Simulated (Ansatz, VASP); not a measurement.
**SnCl (Cl-SnSn-Cl chair monolayer): VASP beside Ansatz**

Wanted: the spread between two codes on one cell, functional and k mesh. Of the first pair: The structure shown is the start of the Ansatz relaxation below; VASP solves that cell, so the two are compared at the walk's first step.

Main program and level: Ansatz 0.2.0; plane waves, with VASP 6.6.1 beside it; single point at PBE with D3(BJ).

## 1. The starting structure

The cell holds 4 atoms: 2 Cl and 2 Sn. Cell: a = 4.587 Å, b = 4.587 Å, c = 42.447 Å, α = 90.0°, β = 90.0°, γ = 120.0°. Vacuum lies along c.

## 2. Ansatz: relaxation, PBE with D3(BJ)

Ansatz runs on its default PAW (the set named soft_2) files.

The two programs are compared at the cell with which this relaxation starts, whose forces are those of its first step.

Contents of input.yaml:

```yaml
crystal:
  lattice:
    - [4.587, 0.0, 0.0]
    - [-2.2935, 3.9724585272, 0.0]
    - [0.0, 0.0, 42.4466666658]
  atoms:
    - { symbol: Cl, position: [0.6666666667, 0.3333333333, 0.4323072091] }
    - { symbol: Sn, position: [0.6666666667, 0.3333333333, 0.4890843411] }
    - { symbol: Sn, position: [0.3333333333, 0.6666666667, 0.5109156589] }
    - { symbol: Cl, position: [0.3333333333, 0.6666666667, 0.5676927909] }
  periodic: [true, true, false]
kpoints:
  mp_grid: { grid: [12, 12, 1] }
hamiltonian:
  xc: pbe
  dispersion: d3bj
scf:
  occupations: { method: fermi_dirac, width: 0.05 }
  convergence: { dr2_threshold: 1.0e-09 }
relax:
  f_tol: 0.004
  max_steps: 90
  cell: {}
output:
  write_potential: true
  write_density: true
  volumetric_format: npy
```

Launch:

```
$ ansatz run input.yaml --threads 2 --pin off --max-ram 3072MiB --backend cpu --events-out ev --progress --plain --runs-dir out
```

Numbers of over 12 decimals in the logs are rounded to 6 here.

Log:

```text
Warning: relax.cell: scf.convergence.dr2_threshold = 1e-9 eV is looser than the 1.61317960664e-10 eV advised for a relaxation that steers and ends on the stress (1e-10 eV for each atom of the cell: 4, times the square of relax.cell.stress_2d_tol = 0.05 N/m over 15.7 Å (the atoms' height at the walk's start and 5 Å past either face), 3.175e-2 GPa, over a crystal's default 0.05). What an SCF threshold leaves in a stress goes as its square root, and in the free energy as the threshold itself, and one threshold admits the most on a small cell: [figures from the program's tests cut] Set scf.convergence.dr2_threshold to 1.61317960664e-10 eV or tighter. [rest of the remark cut]
Engine: ansatz 0.2.0, x86_64-unknown-linux-gnu
Pseudopotentials: kind: paw
Pseudopotential: Cl, paw, valence charge 7, recommended cutoff 420 eV (normal), Cl.paw.azcp
Pseudopotential: Sn, paw, valence charge 14, recommended cutoff 420 eV (normal), Sn.paw.azcp
Functional definition: PBE
  parameter kappa = 0.804
  parameter beta = 0.066725
  exchange = pbe_x(kappa = kappa, mu = beta*pi^2/3)
  correlation = pbe_c(beta = beta)
Crystal: 4 atoms, lattice volume = 773.449 Å³
Basis set: ecut = 420 eV, 15255 PW (Γ), exchange–correlation on 64×64×576 points (8 copies of the dense FFT grid, shifted against one another)
Bands: 26, of which v1, the nominal top of the filled ones, is band 21 counted from 1 (20 counted from 0)
Symmetry: 12 space group operations
Space group: P-3m1 (ITA 164), of the structure as read, at distance tolerance 9.2e-5 Å
k-points: 19 of 144
Non-local potential: Cl, projectors of the file, l = 0: 2, l = 1: 2, l = 2: 2
Non-local potential: Sn, projectors of the file, l = 0: 2, l = 1: 2, l = 2: 2, l = 3: 2
PAW form: soft (Blöchl's): semilocal exchange-correlation on the pseudo side does not see the compensation charge
PAW one-centre angular grid: Cl, 110 points (default); XC on 64 Gauss nodes
PAW one-centre angular grid: Sn, 590 points (default); XC on 64 Gauss nodes
Initial density: superposition of atomic densities (neutral atoms: chi_scale 0, normalization atom), corrected by the library's trained network
Initial wavefunctions: pseudopotential atomic-orbital guess
Functional: x = pbe(κ = 0.804, μ = 0.219515), c = pbe(β = 0.066725)
SCF iter   1: F=—  HF=-14210.154770 eV  |F-HF|=—  |Δ(HF+E_count)|=         —  Δρ=1.90e-3  dr2=1.53e-1  ethr=1.77e-3  ⟨swp⟩=16.7  Hψ=4167  notcnv=0
preconditioner: auto → Resta (q_TF=auto, 1.679 Å⁻¹)  ε∞=1.6  [insulator: Δε(μ)=0.225 eV  Ē_g=7.082 eV  σ=0.050 eV  W_gap=0.79  n_scr=64 (ndim 8)  ℏωp=5.7 eV  f_vac=0.791  D(μ)=0.08/eV (n_scr^D=0)  ε∞_Penn≈1.6  vacuum switching on, ρ_ref=3.6e-3 e/Å³]
SCF iter   2: F=—  HF=-14210.126926 eV  |F-HF|=—  |Δ(HF+E_count)|=   2.78e-2  Δρ=1.33e-3  dr2=2.89e-2  ethr=3.65e-4  ⟨swp⟩=4.3  Hψ=1035  notcnv=0  defer=8
preconditioner: auto → LDOS  [insulator: Δε(μ)=0.184 eV  Ē_g=7.271 eV  σ=0.050 eV  W_gap=0.70  n_scr=64 (ndim 8)  ℏωp=5.7 eV  f_vac=0.791  D(μ)=0.10/eV (n_scr^D=2)  ε∞_Penn≈1.6  β→1.0]
SCF iter   3: F=—  HF=-14210.120176 eV  |F-HF|=—  |Δ(HF+E_count)|=   6.75e-3  Δρ=2.02e-4  dr2=3.25e-4  ethr=6.88e-5  ⟨swp⟩=2.9  Hψ=797  notcnv=0  defer=8
SCF iter   4: F=—  HF=-14210.120246 eV  |F-HF|=—  |Δ(HF+E_count)|=   6.98e-5  Δρ=5.45e-5  dr2=2.77e-5  ethr=7.74e-7  ⟨swp⟩=3.6  Hψ=1117  notcnv=0  defer=8
SCF iter   5: F=—  HF=-14210.120261 eV  |F-HF|=—  |Δ(HF+E_count)|=   1.43e-5  Δρ=2.04e-5  dr2=4.49e-6  ethr=6.59e-8  ⟨swp⟩=3.0  Hψ=1015  notcnv=0  defer=8
SCF iter   6: F=—  HF=-14210.120266 eV  |F-HF|=—  |Δ(HF+E_count)|=   5.49e-6  Δρ=5.19e-6  dr2=1.81e-7  ethr=1.07e-8  ⟨swp⟩=3.1  Hψ=1074  notcnv=0  defer=8
SCF iter   7: F=—  HF=-14210.120405 eV  |F-HF|=—  |Δ(HF+E_count)|=   1.39e-4  Δρ=1.07e-6  dr2=8.78e-9  ethr=4.30e-10  ⟨swp⟩=3.1  Hψ=1074  notcnv=0  defer=8
SCF iter   8: F=-14210.120405 eV  HF=-14210.120405 eV  |F-HF|=3.81e-9  |Δ(HF+E_count)|=   3.63e-8  Δρ=2.84e-7  dr2=4.77e-10  ethr=2.38e-12  ⟨swp⟩=12.8  Hψ=4080  notcnv=0
SCF 1 converged in 8 iterations: F = -14210.120405 eV  dr2 = 4.77e-10
  greatest PAW one-centre occupation: 0.991 electrons in one spin orbital (limit 2), on the Sn atom at site 2 (counted from 0), in its partial waves of l = 2
relax step   1: F+E_penalty+E_count = -14210.12040463 eV  Δ(F+E_penalty+E_count) = +0.000e0 eV  max|allowed force component| = 6.648e-1 eV/Å  Δτ_max = 0.0000 Å  P = +1.699 N/m  Ω = 773.449 Å³  fix = [c, alpha, beta]  reactions: c +0.000 N/m  (8 SCF iters, accepted)
[...]
relax step   6: F+E_penalty+E_count = -14210.29720205 eV  Δ(F+E_penalty+E_count) = -1.794e-5 eV  max|allowed force component| = 5.475e-4 eV/Å  Δτ_max = 0.0002 Å  P = +0.004 N/m  Ω = 867.178 Å³  energy of the carried Pulay correction = -1.926e-3 eV  fix = [c, alpha, beta]  reactions: c +0.000 N/m  (6 SCF iters, accepted)
[...]
relax step   7: F+E_penalty+E_count = -14210.29967413 eV  Δ(F+E_penalty+E_count) = -2.472e-3 eV  max|allowed force component| = 2.418e-3 eV/Å  Δτ_max = 0.0000 Å  P = +0.011 N/m  Ω = 867.178 Å³  fix = [c, alpha, beta]  reactions: c +0.000 N/m  stress off target by 1.08e-2 N/m on what of the cell is left free  SCF on the basis re-selected at this cell (its energy is not comparable with the rows above)  (5 SCF iters)
basis re-selected at this cell: Δ(F+E_penalty+E_count) = -2.472e-3 eV, ΔP = +0.007 N/m vs the last step (what re-selecting the basis moved, of the pressure what is left beyond the Pulay correction that the steps carried, after the strain that the cell walked since its last selection, with what the two solves' SCF thresholds leave and, on support functions, any second-order correction that the steps lacked; it is no measure of the basis error at this ecutwfc). The dense FFT grid was sized anew with the basis: this SCF ran on 36×36×288 points, the steps before it on 32×32×288, so part of this shift can come from that change (see relax.cell in the input reference). [rest of the remark cut]
WARN: The output density's exchange-correlation potential varies sharply where the density is thin. Do not read a vacuum level from v_tot or v_xc, or from such a field of the output density. On a cell that repeats whose density bears no net charge and no dipole along the vacuum's axis use v_es (v_loc + v_h of the components); under efield.dipole_correction with no amplitude use v_es + v_field, which holds any externa [...]
SCF converged after 5 iterations
Free energy (F): -14210.299674 eV
Harris-Foulkes:  -14210.299674 eV  (|F-HF|=7.10e-9)
Internal energy: -14210.297672 eV  (E = F + TS)
E sigma→0 (E₀):  -14210.298673 eV
Entropy (-TS):   -0.002002 eV (-0.500 meV/atom)
Fermi energy:    -6.361381 eV
--- Per-component energies (eV) ---
  E_band       = -812.764396
  E_kinetic    = 693.194227
  E_local      = -71423.502056  (includes V_loc(G=0)·N_el)
  E_nonlocal   = -6.732614
  E_hartree    = 35532.610338
  E_xc         = -976.451783
  E_vxc        = -432.289814  (∫ρ·V_xc dr)
  E_paw        = -9593.920928  (= ΣΔE_a)
  E_vpaw       = -708.652477  (= ΣTr[D̂ρ^β])
  E_aug_tail   = 0.000180  (compensation charges beyond the density's cutoff)
  E_ewald      = 31565.030883
  E_disp       = -0.525919  (pairwise vdW)
  E_smearing   = -0.002002  (= −TS)
  E_closure    = -0.000000  (closes the sum)
  Σ components = -14210.299674   (vs F -14210.299674, Δ=0.00e0)
--- Forces (eV/Å), atoms counted from 1 ---
  atom   1  Cl     0.00000000     0.00000000     0.00241811
  atom   2  Sn     0.00000000     0.00000000    -0.00098267
  atom   3  Sn     0.00000000    -0.00000000     0.00098267
  atom   4  Cl     0.00000000    -0.00000000    -0.00241811
  max |Σ_I F_I| component: 1.85e-17 eV/Å
--- 2D stress c σ (N/m, compression-positive) ---
        0.010761       0.000000       0.000000
        0.000000       0.010761      -0.000000
        0.000000      -0.000000       0.000000
  P = ½ c Tr σ = 0.0108 N/m
--- Band table (eV; the first three rows and the last of 19) ---
  k-point 0: bands = [... 17 lower, -8.5312, -8.5312, -6.8580, -6.4086, -6.4086, -4.5033, -3.1481, -3.1481, ... 1 higher]
  k-point 1: bands = [... 17 lower, -8.5439, -8.5337, -7.3961, -6.4916, -5.7993, -4.4546, -3.1705, -2.9536, ... 1 higher]
  k-point 2: bands = [... 17 lower, -8.5774, -8.5415, -7.8915, -6.6823, -5.1994, -4.3160, -3.0165, -2.4390, ... 1 higher]
  k-point 18: bands = [... 17 lower, -8.7422, -8.5142, -8.5142, -7.7606, -2.9886, -2.9886, -2.0443, -2.0443, ... 1 higher]
  the weakly bound empty levels are not read free of the cell's end (no_gap_told)
--- Relaxed structure (6 steps of the walk, 6 accepted, 1 SCFs on fresh bases) ---
  F+E_penalty+E_count = -14210.29967413 eV   max|allowed force component| = 2.418e-3 eV/Å   (the final SCF, on the basis selected at the relaxed cell)
  cell:  # Å, volume = 867.1784 Å³
    - [4.856989, 0.0, 0]
    - [-2.428494, 4.206276, 0]
    - [0, 0, 42.4466666658]
  atoms:
    - { symbol: Cl, position: [0.666667, 0.333333, 0.436080] }
    - { symbol: Sn, position: [0.666667, 0.333333, 0.491937] }
    - { symbol: Sn, position: [0.333333, 0.666667, 0.508063] }
    - { symbol: Cl, position: [0.333333, 0.666667, 0.563920] }
```

## 3. VASP: single point, PBE with D3(BJ), start cell, pair 1

The same cell, functional, mesh and smearing now go to VASP, with its own data sets.

Lines of VASP's logs that name or quote its potential files are left out, and so is its time.

Contents of INCAR:

```
SYSTEM = SnCl
PREC = Accurate
ENCUT = 400
EDIFF = 1E-06
NELM = 120
ISMEAR = -1
SIGMA = 0.05
LREAL = .FALSE.
ALGO = Normal
GGA = PE
IVDW = 12
NBANDS = 27
LORBIT = 11
LWAVE = .FALSE.
LCHARG = .FALSE.
ISIF = 2
LDIPOL = .TRUE.
IDIPOL = 3
DIPOL = 0.5 0.5 0.5
LVHAR = .TRUE.
LASPH = .TRUE.
GGA_COMPAT = .FALSE.
NELMDL = -8
KPAR = 2
```

Contents of POSCAR:

```
SnCl
1.0
    4.5870000000      0.0000000000      0.0000000000
   -2.2935000000      3.9724590000      0.0000000000
    0.0000000000      0.0000000000     42.4466670000
Cl Sn
2 2
Direct
    0.6666666666      0.3333333332      0.4323072057
    0.3333333332      0.6666666666      0.5676927943
    0.6666666666      0.3333333332      0.4890843373
    0.3333333332      0.6666666666      0.5109156627
```

Contents of KPOINTS:

```
Automatic mesh
0
Gamma
12 12 1
0 0 0
```

The projector-augmented-wave data sets are Cl and Sn_d (PBE family, release 64).

Launch:

```
$ mpirun -np 2 vasp_std
```

Log:

```text
[banner, memory and clock lines left out]
running    2 mpi-ranks, on    1 nodes
 distrk:  each k-point on    1 cores,    2 groups
 distr:  one band on    1 cores,    1 groups

 POSCAR found type information on POSCAR ClSn
 POSCAR found :  2 types and       4 ions
 LDA part: xc-table for (Slater+PW92), standard interpolation
 POSCAR, INCAR and KPOINTS ok, starting setup
 FFT: planning ... GRIDC
 FFT: planning ... GRID_SOFT
 FFT: planning ... GRID
 WAVECAR not read
 entering main loop
       N       E                     dE             d eps       ncg     rms          rms(c)
DAV:   1     0.279382132564E+03    0.27938E+03   -0.15361E+04  1410   0.920E+02
DAV:   2     0.322448861376E+02   -0.24714E+03   -0.24374E+03  1287   0.240E+02
DAV:   3    -0.123966846746E+02   -0.44642E+02   -0.44369E+02  1242   0.105E+02
DAV:   4    -0.140302923676E+02   -0.16336E+01   -0.16279E+01  1222   0.263E+01
DAV:   5    -0.140708597416E+02   -0.40567E-01   -0.40560E-01  1445   0.458E+00
DAV:   6    -0.140717203760E+02   -0.86063E-03   -0.86063E-03  1427   0.635E-01
DAV:   7    -0.140717385922E+02   -0.18216E-04   -0.18217E-04  1592   0.816E-02
DAV:   8    -0.140717389593E+02   -0.36708E-06   -0.36686E-06  1254   0.111E-02    0.635E+00
DAV:   9    -0.135187928703E+02    0.55295E+00   -0.88427E-01  1438   0.764E+00    0.447E+00
DAV:  10    -0.134682363253E+02    0.50557E-01   -0.40239E-01  1368   0.417E+00    0.142E+00
DAV:  11    -0.134665254912E+02    0.17108E-02   -0.71251E-02  1237   0.186E+00    0.323E-01
DAV:  12    -0.134670595256E+02   -0.53403E-03   -0.59589E-03  1232   0.440E-01    0.172E-01
DAV:  13    -0.134678611588E+02   -0.80163E-03   -0.26124E-03  1290   0.294E-01    0.816E-02
DAV:  14    -0.134687506348E+02   -0.88948E-03   -0.88265E-04  1242   0.175E-01    0.425E-02
[...]
DAV:  18    -0.134702365822E+02   -0.22335E-03   -0.16273E-05  1102   0.147E-02    0.437E-03
DAV:  19    -0.134704170987E+02   -0.18052E-03   -0.11312E-05  1019   0.114E-02    0.376E-03
DAV:  20    -0.134705472574E+02   -0.13016E-03   -0.93496E-06  1087   0.854E-03    0.258E-03
DAV:  21    -0.134705834044E+02   -0.36147E-04   -0.10524E-06  1067   0.335E-03    0.137E-03
DAV:  22    -0.134706143111E+02   -0.30907E-04   -0.11225E-06  1044   0.289E-03    0.596E-04
DAV:  23    -0.134706207039E+02   -0.63928E-05   -0.51455E-08   913   0.126E-03    0.372E-04
DAV:  24    -0.134706249084E+02   -0.42045E-05   -0.44579E-08   834   0.869E-04    0.118E-04
DAV:  25    -0.134706256294E+02   -0.72104E-06   -0.52378E-09   698   0.373E-04
   1 F= -.14053525E+02 E0= -.14053067E+02  d E =-.915615E-03
```

From OUTCAR (step 3):

```text
ion  position               nearest neighbor table
   1  0.667  0.333  0.432-   3 2.41
   2  0.333  0.667  0.568-   4 2.41
   3  0.667  0.333  0.489-   1 2.41   4 2.81   4 2.81   4 2.81
   4  0.333  0.667  0.511-   2 2.41   3 2.81   3 2.81   3 2.81

  LATTYP: Found a hexagonal cell.
 ALAT       =     4.5870000000
 C/A-ratio  =     9.2536880314

 Subroutine GETGRP returns: Found 12 space group operations
 (whereof 12 operations were pure point group operations)

The static configuration has the point symmetry D_3d.

 Found     19 irreducible k-points:

   k-points           NKPTS =     19   k-points in BZ     NKDIM =     19   number of bands    NBANDS=     27

   dimension x,y,z NGX =    30 NGY =   30 NGZ =  280
   dimension x,y,z NGXF=    60 NGYF=   60 NGZF=  560

   ENCUT  =  400.0 eV  29.40 Ry    5.42 a.u.   7.48  7.48 69.22*2*pi/ulx,y,z

   NELECT =      42.0000    total number of electrons

 k-points in reciprocal lattice and weights: Automatic mesh
   0.00000000  0.00000000  0.00000000       0.007
   0.08333333  0.00000000  0.00000000       0.042
   0.16666667  0.00000000  0.00000000       0.042
   0.25000000  0.00000000  0.00000000       0.042
   0.33333333  0.00000000  0.00000000       0.042
   0.41666667  0.00000000  0.00000000       0.042
   0.50000000  0.00000000  0.00000000       0.021
   0.08333333  0.08333333  0.00000000       0.042
   0.16666667  0.08333333  0.00000000       0.083
[...]
0.33333333  0.25000000  0.00000000       0.083
   0.33333333  0.33333333  0.00000000       0.014

 dipolmoment           0.000000      0.000000     -0.000000 electrons x Angstroem

 average (electrostatic) potential at core
       1 -99.9287       2 -99.9287       3-111.7946       4-111.7946

 E-fermi :  -4.5430

 k-point     1 :       0.0000    0.0000    0.0000
  band No.  band energies     occupation
    ...
     17      -7.0878      2.00000
     18      -6.9168      2.00000
     19      -6.9168      2.00000
     20      -4.6689      1.85087
     21      -4.6689      1.85087
     22      -4.4732      0.39664
     23      -3.4680      0.00000
     24      -1.3768      0.00000
     25      -1.3768      0.00000
     26       0.1957      0.00000
    ...

 k-point     2 :       0.0833    0.0000    0.0000
  band No.  band energies     occupation
    ...
     17      -7.1101      2.00000
     18      -6.9463      2.00000
     19      -6.9222      2.00000
     20      -5.5176      2.00000
     21      -4.7836      1.98386
     22      -3.8286      0.00000
     23      -3.2176      0.00000
     24      -1.4145      0.00000
     25      -1.1542      0.00000
     26       0.3079      0.00000
    ...

 k-point     3 :       0.1667    0.0000    0.0000
  band No.  band energies     occupation
    ...
     17      -7.1712      2.00000
     18      -7.0240      2.00000
     19      -6.9377      2.00000
     20      -6.2609      2.00000
     21      -5.0410      1.99991
     22      -3.5761      0.00000
     23      -2.7999      0.00000
     24      -1.1211      0.00000
     25      -0.5916      0.00000
     26       0.4578      0.00000
    ...

 Edisp (eV)   -0.58290

  Total       1.87401     1.87401    -3.64736     0.00000    -0.00000     0.00000
  in kB       3.88196     3.88196    -7.55539     0.00000    -0.00000     0.00000
  external pressure =        0.07 kB  Pullay stress =        0.00 kB

  energy-cutoff  :      400.00
  volume of cell :      773.45
      direct lattice vectors                 reciprocal lattice vectors
     4.587000000  0.000000000  0.000000000     0.218007412  0.125866623  0.000000000
    -2.293500000  3.972459000  0.000000000     0.000000000  0.251733246  0.000000000
     0.000000000  0.000000000 42.446667000     0.000000000  0.000000000  0.023558976

 POSITION                                       TOTAL-FORCE (eV/Angst)
 -----------------------------------------------------------------------------------
      2.29350      1.32415     18.35000        -0.000000      0.000000      0.675668
     -0.00000      2.64831     24.09667        -0.000000     -0.000000     -0.675668
      2.29350      1.32415     20.76000         0.000000     -0.000000     -0.320430
     -0.00000      2.64831     21.68667         0.000000      0.000000      0.320430
 -----------------------------------------------------------------------------------
    total drift:                                0.000001      0.000001     -0.000000

  FREE ENERGIE OF THE ION-ELECTRON SYSTEM (eV)
  ---------------------------------------------------
  free  energy   TOTEN  =       -14.0535250775 eV

  energy  without entropy=      -14.0526094621  energy(sigma->0) =      -14.05306727

 vacuum level on the upper side and lower side of the slab         1.516         1.516

 total charge
# of ion       s       p       d       tot
------------------------------------------
    1        1.608   3.461   0.000   5.069
    2        1.608   3.461   0.000   5.069
    3        1.160   1.144  10.004  12.309
    4        1.160   1.144  10.004  12.309
--------------------------------------------------
tot          5.537   9.210  20.009  34.756

[... 3 further parts left out ...]
```

(Part 1 of 2 ends here.)

[Lines on the potential files, build, host, timing and source positions are cut from VASP's logs without a mark.]

[Logs are printed without paths, hosts, clocks, repeated set-up lines and the standing remarks that a program may print on its own settings, such as how far it seeks lower states.]

[Hosts, paths, dates, database ids (printed as entryN), source tags and the programs' standing remarks are cut or masked in the printed files.]
